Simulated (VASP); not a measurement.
Level of theory: G0W0 on PBE orbitals, VASP's PBE PAW potentials (set 64) (plane waves; VASP).

A VASP calculation is set up with these files.

**POSCAR**
```
LiF
1
    0.0000000000     2.0150000000     2.0150000000
    2.0150000000     0.0000000000     2.0150000000
    2.0150000000     2.0150000000     0.0000000000
Li F
1 1
Direct
  0.0000000000   0.0000000000   0.0000000000
  0.5000000000   0.5000000000   0.5000000000
```

### INCAR
```
! general
SYSTEM       =  LiF
PREC         =  Normal
ENCUT        =  500
LREAL        =  .False.
LASPH        =  .True.
NBANDS       =  120

! electronic loop
ALGO         =  EVGW0

! smearing
ISMEAR       =  0
SIGMA        =  0.01

! functional
GGA          =  PE

! output
LWAVE        =  .False.
LCHARG       =  .False.

! other
NELMGW       =  1
NOMEGA       =  64
ENCUTGW      =  180
NBANDSGW     =  13
LSPECTRALGW  =  .True.
```

File KPOINTS:
```
Automatic mesh
0
Gamma
6 6 6
0 0 0
```

POTCAR, in this order: Li_sv_GW F_GW_new (PBE.64 set). Program: vasp_std. Read from the step before: WAVECAR, WAVEDER.

The resulting files:

**OSZICAR**
```
energies w=
    0.000    0.000    1.052    0.000    2.102    0.000    3.147    0.000
    4.186    0.000    5.216    0.000    6.236    0.000    7.244    0.000
    8.240    0.000    9.223    0.000   10.193    0.000   11.150    0.000
   12.093    0.000   13.024    0.000   13.943    0.000   14.852    0.000
   15.751    0.000   16.641    0.000   17.525    0.000   18.403    0.000
   19.278    0.000   20.150    0.000   21.022    0.000   21.896    0.000
   22.774    0.000   23.658    0.000   24.550    0.000   25.452    0.000
   26.368    0.000   27.300    0.000   28.251    0.000   29.225    0.000
   30.224    0.000   31.254    0.000   32.318    0.000   33.421    0.000
   34.568    0.000   35.767    0.000   37.024    0.000   38.346    0.000
   39.744    0.000   41.227    0.000   42.808    0.000   44.502    0.000
   46.325    0.000   48.298    0.000   50.445    0.000   52.796    0.000
   55.387    0.000   58.260    0.000   61.473    0.000   65.095    0.000
   69.213    0.000   73.945    0.000   79.445    0.000   85.918    0.000
   93.655    0.000  103.063    0.000  114.751    0.000  129.652    0.000
  149.285    0.000  176.295    0.000  215.742    0.000  278.648    0.000
NQ=   1    0.0000    0.0000    0.0000,
 performed        298000 updates of chi_q(r,r)
NQ=   2    0.1667    0.0000    0.0000,
 performed        883000 updates of chi_q(r,r)
NQ=   3    0.3333    0.0000    0.0000,
 performed       1468000 updates of chi_q(r,r)
NQ=   4    0.5000    0.0000    0.0000,
 performed       1897000 updates of chi_q(r,r)
NQ=   5    0.1667    0.1667    0.0000,
 performed       2410000 updates of chi_q(r,r)
NQ=   6    0.3333    0.1667    0.0000,
 performed       3257000 updates of chi_q(r,r)
NQ=   7    0.5000    0.1667    0.0000,
 performed       4104000 updates of chi_q(r,r)
NQ=   8   -0.3333    0.1667    0.0000,
 performed       4951000 updates of chi_q(r,r)
NQ=   9   -0.1667    0.1667    0.0000,
 performed       5636000 updates of chi_q(r,r)
NQ=  10    0.3333    0.3333    0.0000,
 performed       6149000 updates of chi_q(r,r)
NQ=  11    0.5000    0.3333    0.0000,
 performed       6996000 updates of chi_q(r,r)
NQ=  12   -0.3333    0.3333    0.0000,
 performed       7681000 updates of chi_q(r,r)
NQ=  13    0.5000    0.5000    0.0000,
 performed       8072000 updates of chi_q(r,r)
NQ=  14    0.5000    0.3333    0.1667,
 performed       8925000 updates of chi_q(r,r)
NQ=  15   -0.3333    0.3333    0.1667,
 performed       9697000 updates of chi_q(r,r)
NQ=  16   -0.3333    0.5000    0.1667,
 performed      10382000 updates of chi_q(r,r)
 resolving degeneracies of screened two electron integrals
```

**OUTCAR**
```


 k-point   1 :       0.0000    0.0000    0.0000
  band No.  KS-energies  QP-energies   sigma(KS)   V_xc(KS)     V^pw_x(r,r')   Z            occupation Imag(sigma)

      1     -41.9100     -51.7772     -38.9787     -27.4913     -43.2574       0.8590       2.0000       0.1632
      2     -20.9756     -25.2451     -27.9565     -22.5376     -36.7281       0.7879       2.0000       1.1202
      3      -1.0159      -3.8222     -26.3436     -22.8828     -30.6942       0.8109       2.0000       0.1241
      4      -1.0159      -3.8222     -26.3436     -22.8828     -30.6942       0.8109       2.0000       0.1241
      5      -1.0159      -3.8222     -26.3436     -22.8828     -30.6942       0.8109       2.0000       0.1241
      6       8.0313       9.5782      -9.7678     -11.5199      -6.5928       0.8828       0.0000      -0.0685
      7      22.9071      25.0911      -7.2483      -9.7983      -2.9427       0.8565       0.0000      -0.1740
      8      22.9071      25.0911      -7.2483      -9.7983      -2.9427       0.8565       0.0000      -0.1740
      9      22.9071      25.0911      -7.2483      -9.7983      -2.9427       0.8565       0.0000      -0.1740
     10      23.3073      24.8570      -6.6369      -8.4200      -2.6878       0.8692       0.0000      -0.1844
     11      23.3073      24.8570      -6.6369      -8.4200      -2.6878       0.8692       0.0000      -0.1844
     12      23.3073      24.8570      -6.6369      -8.4200      -2.6878       0.8692       0.0000      -0.1844
     13      26.2802      27.1926      -5.5412      -6.5955      -1.0679       0.8655       0.0000      -0.5606

 k-point   2 :       0.1667    0.0000    0.0000
  band No.  KS-energies  QP-energies   sigma(KS)   V_xc(KS)     V^pw_x(r,r')   Z            occupation Imag(sigma)

      1     -41.8946     -51.7749     -39.0110     -27.5160     -43.2810       0.8595       2.0000       0.1543
      2     -20.8720     -25.0882     -28.0247     -22.6274     -36.8021       0.7812       2.0000       1.1024
      3      -1.7378      -4.6797     -25.3362     -21.7013     -29.6083       0.8093       2.0000       0.1290
      4      -1.0746      -3.8924     -26.2877     -22.8090     -30.6395       0.8100       2.0000       0.1246
      5      -1.0746      -3.8924     -26.2877     -22.8090     -30.6395       0.8100       2.0000       0.1246
      6       8.7505      10.3912     -10.0622     -11.9305      -6.9014       0.8782       0.0000      -0.0697
      7      18.5080      20.2560      -7.5070      -9.5279      -3.6616       0.8650       0.0000      -0.1205
      8      20.6610      22.6518      -7.0230      -9.3169      -3.0191       0.8678       0.0000      -0.1285
      9      20.6610      22.6518      -7.0230      -9.3169      -3.0191       0.8678       0.0000      -0.1285
     10      24.9792      26.6434      -6.6631      -8.6240      -2.2764       0.8487       0.0000      -0.2849
     11      25.2064      26.8549      -6.7183      -8.6305      -2.5893       0.8621       0.0000      -0.2334
     12      25.2064      26.8549      -6.7183      -8.6305      -2.5893       0.8621       0.0000      -0.2334
     13      32.1011      33.6254      -6.0154      -7.6894      -1.5959       0.9105       0.0000      -0.7744

 k-point   3 :       0.3333    0.0000    0.0000
  band No.  KS-energies  QP-energies   sigma(KS)   V_xc(KS)     V^pw_x(r,r')   Z            occupation Imag(sigma)

      1     -41.8680     -51.7750     -39.0816     -27.5727     -43.3349       0.8608       2.0000       0.1364
      2     -20.6603     -24.7643     -28.1881     -22.8333     -36.9755       0.7664       2.0000       1.0685
      3      -2.9783      -6.1566     -24.0186     -20.0853     -28.2679       0.8081       2.0000       0.1440
      4      -1.1901      -4.0325     -26.1894     -22.6790     -30.5459       0.8097       2.0000       0.1255
      5      -1.1901      -4.0325     -26.1894     -22.6790     -30.5459       0.8097       2.0000       0.1255
      6       9.6449      11.3036      -8.9045     -10.7857      -5.6336       0.8817       0.0000      -0.0717
      7      16.0330      18.0433     -10.0332     -12.3811      -6.3466       0.8562       0.0000      -0.1111
      8      18.6138      20.5533      -6.8089      -9.0219      -2.9887       0.8764       0.0000      -0.0991
      9      18.6138      20.5533      -6.8089      -9.0219      -2.9887       0.8764       0.0000      -0.0991
     10      27.2560      28.8157      -6.9644      -8.8010      -2.4195       0.8492       0.0000      -0.4188
     11      27.9857      29.6712      -7.3795      -9.3403      -2.8987       0.8596       0.0000      -0.4458
     12      27.9857      29.6712      -7.3795      -9.3403      -2.8987       0.8596       0.0000      -0.4458
     13      35.4439      38.0065      -8.6696     -11.5524      -3.8185       0.8890       0.0000      -0.9041

 k-point   4 :       0.5000    0.0000    0.0000
  band No.  KS-energies  QP-energies   sigma(KS)   V_xc(KS)     V^pw_x(r,r')   Z            occupation Imag(sigma)

      1     -41.8523     -51.7706     -39.1136     -27.5971     -43.3580       0.8612       2.0000       0.1274
      2     -20.5462     -24.6239     -28.2850     -22.9501     -37.0762       0.7644       2.0000       1.0521
      3      -3.5292      -6.8100     -23.5136     -19.4461     -27.7739       0.8066       2.0000       0.1524
      4      -1.2433      -4.0970     -26.1470     -22.6209     -30.5059       0.8093       2.0000       0.1260
      5      -1.2433      -4.0970     -26.1470     -22.6209     -30.5059       0.8093       2.0000       0.1260
      6       9.7466      11.3145      -7.7085      -9.4761      -4.3781       0.8870       0.0000      -0.0707
      7      15.6912      17.9323     -11.8736     -14.5228      -8.1926       0.8459       0.0000      -0.1173
      8      17.8592      19.7759      -6.7191      -8.8949      -2.9619       0.8809       0.0000      -0.0917
      9      17.8592      19.7759      -6.7191      -8.8949      -2.9619       0.8809       0.0000      -0.0917
     10      29.4630      30.9033      -7.0895      -8.7244      -2.4057       0.8810       0.0000      -0.6468
     11      29.9979      31.8529      -8.3506     -10.4703      -3.3948       0.8751       0.0000      -0.7892
     12      29.9979      31.8529      -8.3506     -10.4703      -3.3948       0.8751       0.0000      -0.7892
     13      32.4482      34.6164      -7.2673      -9.6526      -2.8913       0.9090       0.0000      -0.6750

 k-point   5 :       0.1667    0.1667    0.0000
  band No.  KS-energies  QP-energies   sigma(KS)   V_xc(KS)     V^pw_x(r,r')   Z            occupation Imag(sigma)

      1     -41.8900     -51.7763     -39.0203     -27.5240     -43.2884       0.8600       2.0000       0.1521
      2     -20.8311     -25.0327     -28.0598     -22.6688     -36.8379       0.7794       2.0000       1.0947
      3      -1.7096      -4.6364     -25.2975     -21.6836     -29.5431       0.8099       2.0000       0.1279
      4      -1.2717      -4.1278     -26.0139     -22.4845     -30.3542       0.8092       2.0000       0.1261
      5      -1.2717      -4.1278     -26.0139     -22.4845     -30.3542       0.8092       2.0000       0.1261
      6       9.1419      10.8474     -10.4993     -12.4465      -7.3645       0.8759       0.0000      -0.0708
      7      19.4730      20.8076      -6.1776      -7.7151      -2.3751       0.8680       0.0000      -0.1304
      8      20.1628      22.1414      -7.0224      -9.2886      -3.0756       0.8731       0.0000      -0.1158
      9      20.2249      22.2546      -7.7029     -10.0606      -3.6672       0.8609       0.0000      -0.1361
     10      20.2249      22.2546      -7.7029     -10.0606      -3.6672       0.8609       0.0000      -0.1361
     11      28.4458      30.1964      -6.7752      -8.8221      -2.3640       0.8552       0.0000      -0.3637
     12      28.4458      30.1964      -6.7752      -8.8221      -2.3640       0.8552       0.0000      -0.3637
     13      31.4378      33.4751      -7.4492      -9.6916      -3.1238       0.9085       0.0000      -0.5139

 k-point   6 :       0.3333    0.1667    0.0000
  band No.  KS-energies  QP-energies   sigma(KS)   V_xc(KS)     V^pw_x(r,r')   Z            occupation Imag(sigma)

      1     -41.8681     -51.7689     -39.0754     -27.5698     -43.3314       0.8605       2.0000       0.1387
      2     -20.6415     -24.7463     -28.2227     -22.8650     -37.0063       0.7661       2.0000       1.0629
      3      -2.7067      -5.8177     -24.1808     -20.3325     -28.4040       0.8084       2.0000       0.1395
      4      -1.4922      -4.3893     -25.6723     -22.0938     -29.9839       0.8096       2.0000       0.1275
      5      -1.4565      -4.3501     -25.8048     -22.2293     -30.1429       0.8093       2.0000       0.1277
      6      10.3466      12.1709     -10.3741     -12.4646      -7.1655       0.8727       0.0000      -0.0752
      7      16.2428      18.0042      -8.1472     -10.1789      -4.4822       0.8670       0.0000      -0.1035
      8      18.5726      20.4932      -7.3461      -9.5402      -3.5289       0.8754       0.0000      -0.1002
      9      19.1319      21.1983      -7.7873     -10.1776      -3.8409       0.8644       0.0000      -0.1178
     10      22.3297      24.0820      -7.1587      -9.2039      -3.0261       0.8568       0.0000      -0.1858
     11      30.4298      32.2812      -7.3454      -9.4316      -2.7996       0.8874       0.0000      -0.5904
     12      30.5996      32.3481      -6.8561      -8.8191      -2.2980       0.8907       0.0000      -0.6333
     13      34.2147      36.9258      -8.9922     -11.9567      -4.1425       0.9146       0.0000      -0.9779

 k-point   7 :       0.5000    0.1667    0.0000
  band No.  KS-energies  QP-energies   sigma(KS)   V_xc(KS)     V^pw_x(r,r')   Z            occupation Imag(sigma)

      1     -41.8482     -51.7837     -39.1171     -27.6028     -43.3626       0.8629       2.0000       0.1276
      2     -20.4817     -24.5500     -28.3704     -23.0378     -37.1575       0.7629       2.0000       1.0393
      3      -3.3854      -6.6277     -23.5486     -19.5297     -27.7926       0.8068       2.0000       0.1499
...
```
(Selected blocks of OUTCAR.)

The mesh is coarse and the basis finite, so the quasiparticle values are not converged.

The compound is LiF in the rock salt structure. The cell was not relaxed at this level. The k-mesh is coarse (spacing up to 0.45 per Å, 2π included), so the numbers may not be converged in it.
